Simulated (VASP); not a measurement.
Output of a VASP run:

OUTCAR:
```
 ion  position               nearest neighbor table
   1  0.333  0.667  0.250-   2 2.87   2 2.87   2 2.87   2 2.87   2 2.87   2 2.87
   2  0.667  0.333  0.750-   1 2.87   1 2.87   1 2.87   1 2.87   1 2.87   1 2.87
  LATTYP: Found a hexagonal cell.
 ALAT       =     2.9218894965
 C/A-ratio  =     1.5853967358
 Subroutine PRICEL returns:
 Original cell was already a primitive cell.
 Subroutine GETGRP returns: Found 24 space group operations
The static configuration has the point symmetry D_3d.
 The point group associated with its full space group is D_6h.
The dynamic configuration has the point symmetry D_3d.
 Subroutine INISYM returns: Found 24 space group operations
 Subroutine IBZKPT returns following result:
 Found    150 irreducible k-points:

 Following reciprocal coordinates:
            Coordinates               Weight
  0.000000  0.000000  0.000000      1.000000
  0.062500 -0.000000  0.000000      6.000000
  0.125000 -0.000000  0.000000      6.000000
  0.187500  0.000000  0.000000      6.000000
  0.250000 -0.000000  0.000000      6.000000
  0.312500  0.000000  0.000000      6.000000
  0.375000  0.000000  0.000000      6.000000
  0.437500 -0.000000  0.000000      6.000000
  0.500000 -0.000000  0.000000      3.000000
  0.062500  0.062500  0.000000      6.000000
  0.125000  0.062500  0.000000     12.000000
  0.187500  0.062500  0.000000     12.000000
  0.250000  0.062500  0.000000     12.000000
  0.312500  0.062500  0.000000     12.000000
  0.375000  0.062500  0.000000     12.000000
  0.437500  0.062500  0.000000     12.000000
  0.125000  0.125000  0.000000      6.000000
  0.187500  0.125000  0.000000     12.000000
  0.250000  0.125000  0.000000     12.000000
  0.312500  0.125000  0.000000     12.000000
  0.375000  0.125000  0.000000     12.000000
  0.437500  0.125000  0.000000      6.000000
  0.187500  0.187500  0.000000      6.000000
  0.250000  0.187500  0.000000     12.000000
  0.312500  0.187500  0.000000     12.000000
  0.375000  0.187500  0.000000     12.000000
  0.250000  0.250000  0.000000      6.000000
  0.312500  0.250000  0.000000     12.000000
  0.375000  0.250000  0.000000      6.000000
  0.312500  0.312500  0.000000      6.000000
  0.000000  0.000000  0.125000      2.000000
  0.062500 -0.000000  0.125000     12.000000
  0.125000 -0.000000  0.125000     12.000000
  0.187500  0.000000  0.125000     12.000000
  0.250000 -0.000000  0.125000     12.000000
  0.312500  0.000000  0.125000     12.000000
  0.375000  0.000000  0.125000     12.000000
  0.437500 -0.000000  0.125000     12.000000
  0.500000 -0.000000  0.125000      6.000000
  0.062500  0.062500  0.125000     12.000000
   k-points           NKPTS =    150   k-points in BZ     NKDIM =    150   number of bands    NBANDS=      8
   number of dos      NEDOS =    301   number of ions     NIONS =      2
   total plane-waves  NPLWV =   4704
   dimension x,y,z NGX =    14 NGY =   14 NGZ =   24
   dimension x,y,z NGXF=    28 NGYF=   28 NGZF=   48
   ions per type =               2
   PREC   = normal    normal or accurate (medium, high low for compatibility)
   ISTART =      0    job   : 0-new  1-cont  2-samecut
   ICHARG =      2    charge: 1-file 2-atom 10-const
   ISPIN  =      1    spin polarized calculation?
   LNONCOLLINEAR =      F non collinear calculations
   LSORBIT =      F    spin-orbit coupling
   INIWAV =      1    electr: 0-lowe 1-rand  2-diag
   ENCUT  =  400.0 eV  29.40 Ry    5.42 a.u.   4.76  4.76  7.55*2*pi/ulx,y,z
   NELM   =    100;   NELMIN=  4; NELMDL= -5     # of ELM steps
   EDIFF  = 0.1E-04   stopping-criterion for ELM
   LREAL  =      F    real-space projection
   NLSPLINE    = F    spline interpolate recip. space projectors
   LMAXMIX     =    4 max onsite mixed and CHGCAR
   VOSKOWN=      0    Vosko Wilk Nusair interpolation
   EDIFFG = -.3E-01   stopping-criterion for IOM
   NSW    =     20    number of steps for IOM
...
```

**OSZICAR**
```
       N       E                     dE             d eps       ncg     rms          rms(c)
DAV:   1     0.615535304145E+01    0.61554E+01   -0.25712E+03  2400   0.712E+02
DAV:   2    -0.165551010351E+02   -0.22710E+02   -0.22123E+02  2552   0.108E+02
DAV:   3    -0.176616748313E+02   -0.11066E+01   -0.10814E+01  3896   0.256E+01
DAV:   4    -0.176686882152E+02   -0.70134E-02   -0.68589E-02  2872   0.195E+00
DAV:   5    -0.176687275915E+02   -0.39376E-04   -0.38801E-04  3744   0.578E-02    0.156E+01
RMM:   6    -0.157531227261E+02    0.19156E+01   -0.35140E+00  2400   0.227E+01    0.425E+00
RMM:   7    -0.155149919415E+02    0.23813E+00   -0.18148E+00  2400   0.113E+01    0.112E+00
RMM:   8    -0.155200631533E+02   -0.50712E-02   -0.26442E-01  2400   0.635E+00    0.734E-01
RMM:   9    -0.155266615055E+02   -0.65984E-02   -0.12017E-01  2410   0.280E+00    0.591E-01
RMM:  10    -0.155236086963E+02    0.30528E-02   -0.34928E-02  2401   0.239E+00    0.777E-02
RMM:  11    -0.155240428445E+02   -0.43415E-03   -0.56527E-03  2456   0.403E-01    0.162E-02
RMM:  12    -0.155240902870E+02   -0.47442E-04   -0.58360E-04  2467   0.154E-01    0.407E-02
RMM:  13    -0.155240916509E+02   -0.13640E-05   -0.10720E-04  2390   0.960E-02    0.226E-03
RMM:  14    -0.155240947714E+02   -0.31205E-05   -0.27298E-05  1847   0.270E-02
   1 F= -.15524095E+02 E0= -.15523894E+02  d E =-.155241E+02
```

### OUTCAR
```
------------------------ aborting loop because EDIFF is reached ----------------------------------------
  FORCE on cell =-STRESS in cart. coord.  units (eV):
  Direction    XX          YY          ZZ          XY          YZ          ZX
  --------------------------------------------------------------------------------------
  Total        0.0089507      0.0089507     -0.0495865      0.0000000      0.0000000      0.0000000
  in kB        0.4187058      0.4187058     -2.3196038      0.0000000      0.0000000      0.0000000
  external PRESSURE =      -0.4940641 kB  Pullay stress =       0.0000000 kB
  volume of cell :       34.25
      direct lattice vectors                 reciprocal lattice vectors
     1.460944723 -2.530430545  0.000000000     0.342244297 -0.197594833  0.000000000
     1.460944723  2.530430545  0.000000000     0.342244297  0.197594833  0.000000000
     0.000000000  0.000000000  4.632354070     0.000000000  0.000000000  0.215872963
 POSITION                                       TOTAL-FORCE (eV/Angst)
 -----------------------------------------------------------------------------------
      1.46094      0.84348      1.15809        -0.000000     -0.000000      0.000000
      1.46094     -0.84348      3.47427         0.000000      0.000000      0.000000
 -----------------------------------------------------------------------------------
    total drift:                               -0.000000     -0.000008     -0.000004
  FREE ENERGIE OF THE ION-ELECTRON SYSTEM (eV)
  ---------------------------------------------------
  free  energy   TOTEN  =       -15.5240947714 eV

  energy  without entropy=      -15.5234925526  energy(sigma->0) =      -15.52389403

 reached required accuracy - stopping structural energy minimisation
```
(Selected blocks of OUTCAR.)

### POSCAR
```
Ti
1
    1.4609447235    -2.5304305453     0.0000000000
    1.4609447235     2.5304305453     0.0000000000
    0.0000000000     0.0000000000     4.6323540702
Ti
2
Direct
  0.3333330000   0.6666670000   0.2500000000
  0.6666670000   0.3333330000   0.7500000000
```

Problem. Reconstruct the remaining input files.

Solution. Several could match; the one computed here: the input of the run itself, PBE GGA, plane waves, VASP's PBE PAW potentials (set 64).

### INCAR
```
SYSTEM = Ti
PREC = Normal
ENCUT = 400
EDIFF = 1E-5
NELM = 100
ALGO = Fast
LREAL = .FALSE.
LASPH = .TRUE.
ISMEAR = 1
SIGMA = 0.1
GGA = PE
LMAXMIX = 4
LWAVE = .FALSE.
LCHARG = .FALSE.
NELMIN = 4
IBRION = 2
ISIF = 2
NSW = 20
EDIFFG = -0.03
```

KPOINTS:
```
Automatic mesh
0
Gamma
16 16 8
0 0 0
```

POTCAR, in this order: Ti (PBE.64 set). Program: vasp_std.

The compound is Ti in the hcp structure. It was relaxed first.
